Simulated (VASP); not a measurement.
An input for Quantum ESPRESSO's pw.x (written as the equivalent of a VASP run, and not itself run):

```
&CONTROL
  calculation = 'scf'
  pseudo_dir = './pseudo'
  outdir = './out'
  tprnfor = .true.
  tstress = .true.
/
&SYSTEM
  ibrav = 0
  nat = 2
  ntyp = 1
  ecutwfc = 58
  occupations = 'smearing'
  smearing = 'gaussian'
  degauss = 0.00735
  input_dft = 'pbe'
/
&ELECTRONS
  conv_thr = 7.3e-08
  electron_maxstep = 100
/
ATOMIC_SPECIES
  Hf 178.490 Hf.upf
CELL_PARAMETERS angstrom
     1.5470010   -2.6794830    0.0000000
     1.5470010    2.6794830    0.0000000
     0.0000000    0.0000000    4.8980250
ATOMIC_POSITIONS crystal
  Hf   0.3333330  0.6666670  0.2500000
  Hf   0.6666670  0.3333330  0.7500000
K_POINTS automatic
  8 8 5 0 0 0
```

Task: Translate this input to VASP (INCAR, KPOINTS, POSCAR, choice of POTCAR).

Result: This is not unique; one that fits is 
**KPOINTS**
```
kpoints
0
gamma
  8 8 5
0 0 0
```

File POSCAR:
```
Hf
1
    1.5470010000    -2.6794830000     0.0000000000
    1.5470010000     2.6794830000     0.0000000000
    0.0000000000     0.0000000000     4.8980250000
Hf
2
Direct
  0.3333330000   0.6666670000   0.2500000000
  0.6666670000   0.3333330000   0.7500000000
```

**INCAR**
```
ALGO  =  Normal
EDIFF  =  1E-6
ENCUT  =  300
GGA  =  PE
ISIF  =  2
ISMEAR  =  0
LASPH  =  .TRUE.
LCHARG  =  .FALSE.
LMAXMIX  =  6
LREAL  =  .FALSE.
LWAVE  =  .FALSE.
NELM  =  100
PREC  =  Accurate
SIGMA  =  0.1
SYSTEM  =  Hf
```

POTCAR, in this order: Hf_pv (PBE.64 set). Program: vasp_std.

Limits of the translation: the potentials are each code's own (VASP's PAW set, PseudoDojo norm-conserving files in pw.x), so ENCUT and ecutwfc are chosen apart and not converted; conv_thr bounds pw.x's estimated SCF error, while EDIFF bounds the energy change between steps.

The structure is a typed Hf crystal (P6_3/mmc). The cell was not relaxed at this level, and its volume differs by -5.9 % from the start's.
